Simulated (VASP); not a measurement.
These are revPBE GGA, VASP's PBE PAW potentials (set 64) (plane waves; VASP) values and carry that method's errors.

A VASP calculation is set up with these files.

**KPOINTS**
```
k-points along high-symmetry lines
15
Line-mode
Reciprocal
  0.000000   0.000000   0.000000 ! GAMMA
  0.500000   0.000000   0.500000 ! X

  0.500000   0.000000   0.500000 ! X
  0.625000   0.250000   0.625000 ! U

  0.375000   0.375000   0.750000 ! K
  0.000000   0.000000   0.000000 ! GAMMA

  0.000000   0.000000   0.000000 ! GAMMA
  0.500000   0.500000   0.500000 ! L

  0.500000   0.500000   0.500000 ! L
  0.500000   0.250000   0.750000 ! W

  0.500000   0.250000   0.750000 ! W
  0.500000   0.000000   0.500000 ! X
```

**INCAR**
```
# general
SYSTEM   =  PbS
PREC     =  Accurate
ENCUT    =  520
LREAL    =  .FALSE.   # projection in real space or not
LASPH    =  .TRUE.
ICHARG   =  11   # fixed density

# electronic loop
EDIFF    =  1E-7
NELM     =  100   # most electronic steps
ALGO     =  Normal
LMAXMIX  =  4

# smearing
ISMEAR   =  0   # Gaussian
SIGMA    =  0.05

# functional
GGA      =  RE

# output
LWAVE    =  .FALSE.
LCHARG   =  .FALSE.
LORBIT   =  11   # lm-projected
```

**POSCAR**
```
PbS
3.0286630
  0.0000000000   0.9999999906   0.9999999906
  0.9999999906   0.0000000000   0.9999999906
  0.9999999906   0.9999999906   0.0000000000
Pb S
1 1
direct
  0.0000000000   0.0000000000   0.0000000000
  0.5000000000   0.5000000000   0.5000000000
```

POTCAR, in this order: Pb_d S (PBE.64 set). Program: vasp_std. Read from the step before: CHGCAR.

The run wrote:

File OSZICAR:
```
       N       E                     dE             d eps       ncg     rms          rms(c)
DAV:   1     0.160177972839E+03    0.16018E+03   -0.99015E+03  2520   0.148E+03
DAV:   2     0.443114806165E+01   -0.15575E+03   -0.15159E+03  2760   0.357E+02
DAV:   3    -0.845012954826E+01   -0.12881E+02   -0.12439E+02  3342   0.107E+02
DAV:   4    -0.879709863188E+01   -0.34697E+00   -0.34677E+00  2814   0.206E+01
DAV:   5    -0.880970833834E+01   -0.12610E-01   -0.12609E-01  3588   0.382E+00
DAV:   6    -0.881022317065E+01   -0.51483E-03   -0.51483E-03  3322   0.634E-01
DAV:   7    -0.881022727136E+01   -0.41007E-05   -0.41007E-05  3686   0.593E-02
DAV:   8    -0.881022733492E+01   -0.63561E-07   -0.63587E-07  3018   0.742E-03
   1 F= -.88102273E+01 E0= -.88102273E+01  d E =-.208421E-17
```

**OUTCAR**
```
 val. band max:        5.0527462102   @ k =   0.5000   0.5000   0.5000

 cond. band min:       5.7015192426   @ k =   0.5000   0.5000   0.5000



 k-point     1 :       0.0000    0.0000    0.0000
  band No.  band energies     occupation
      1     -11.6818      2.00000
      2     -11.6818      2.00000
      3     -11.6818      2.00000
      4     -11.6607      2.00000
      5     -11.6607      2.00000
      6      -7.9332      2.00000
      7      -1.0114      2.00000
      8       3.2362      2.00000
      9       3.2362      2.00000
     10       3.2362      2.00000
     11      10.1780      0.00000
     12      10.1780      0.00000
     13      10.1780      0.00000
     14      12.0315      0.00000

 k-point     2 :       0.0357    0.0000    0.0357
  band No.  band energies     occupation
      1     -11.6821      2.00000
      2     -11.6813      2.00000
      3     -11.6813      2.00000
      4     -11.6613      2.00000
      5     -11.6604      2.00000
      6      -7.9200      2.00000
      7      -1.0536      2.00000
      8       3.2205      2.00000
      9       3.2205      2.00000
     10       3.3065      2.00000
     11       9.9107      0.00000
     12      10.1401      0.00000
     13      10.1401      0.00000
     14      11.9234      0.00000

 k-point     3 :       0.0714    0.0000    0.0714
  band No.  band energies     occupation
      1     -11.6827      2.00000
      2     -11.6796      2.00000
      3     -11.6796      2.00000
      4     -11.6633      2.00000
      5     -11.6597      2.00000
      6      -7.8805      2.00000
      7      -1.1693      2.00000
      8       3.1744      2.00000
      9       3.1744      2.00000
     10       3.5005      2.00000
     11       9.2862      0.00000
     12      10.0528      0.00000
     13      10.0528      0.00000
     14      11.6637      0.00000

 k-point     4 :       0.1071    0.0000    0.1071
  band No.  band energies     occupation
      1     -11.6839      2.00000
...
```

The density is held fixed in this step, so its total energy and stress have no physical meaning. Unless said otherwise, spin-orbit coupling is left out, though it shifts the bands of the heavy elements here.

The compound is PbS in the rock salt structure. It was relaxed first, which changed the volume by +6 %.
